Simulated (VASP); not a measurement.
A convergence study with VASP on C (diamond): one setting is varied, all else stays as given below, so the limit is that of these other settings. ε∞ is the independent-particle value.

```
C
1.0
    0.00000     1.78350     1.78350
    1.78350     0.00000     1.78350
    1.78350     1.78350     0.00000
C
2
Direct
  0.00000   0.00000   0.00000
  0.25000   0.25000   0.25000
```

The numbers are results of LDA (Ceperley-Alder, Perdew-Zunger), VASP's LDA PAW potentials (set 64) (plane waves; VASP), not measurements. The tightest run used: 700 eV cut-off, 10×10×10 Γ-centred mesh, Gaussian smearing of 0.050 eV, potentials C.

Problem. The settings run are NBANDS = 5; NBANDS = 6; NBANDS = 8; NBANDS = 12; NBANDS = 20; NBANDS = 36; NBANDS = 68; NBANDS = 132. From which on does the mean ε∞ stay within 0.3  of the tightest run?

Solution. From NBANDS = 8 on: it is off by 0.22 there and by no more than 0.3 in any finer run, while NBANDS = 6 is off by 1.08.
```csv
setting,mean ε∞,bands,difference judged ()
NBANDS = 5,3.70,5,2.29
NBANDS = 6,4.91,6,1.08
NBANDS = 8,5.77,8,0.22
NBANDS = 12,5.96,12,0.03
NBANDS = 20,5.99,20,0.01
NBANDS = 36,5.99,36,0.00
NBANDS = 68,5.99,68,0.00
NBANDS = 132,5.99,132,0.00
```

Left out are rungs that failed or repeat a setting and relaxations that didn't move; long series are thinned to 24 rows.

The compound is C in the diamond structure. The cell was not relaxed at this level.
